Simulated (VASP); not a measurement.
Data:

```xyz
1
Lattice="-1.6663 1.6663 1.6663 1.6663 -1.6663 1.6663 1.6663 1.6663 -1.6663" Properties=species:S:1:pos:R:3 pbc="T T T"
Ta     0.0000     0.0000     0.0000
```

These are revPBE GGA, VASP's PBE PAW potentials (set 64) (plane waves; VASP) values and carry that method's errors. Numerical set-up: 520 eV cut-off, 14×14×14 Γ-centred mesh, first-order Methfessel-Paxton smearing of 0.10 eV, potentials Ta_pv.

Unless said otherwise, spin-orbit coupling is left out, though it shifts the bands of the heavy elements here.

Question: What does the run give for the energy per atom (σ→0), band gap (on the k-mesh) with the smallest direct gap where there is one?

Answer: 
The band gap (on the k-mesh) is none (metal, semimetal or under 0.01 eV) and the energy per atom (σ→0) is -11.420 eV/atom.

The compound is Ta in the bcc structure. It was relaxed first. The start is the result of an earlier pass.
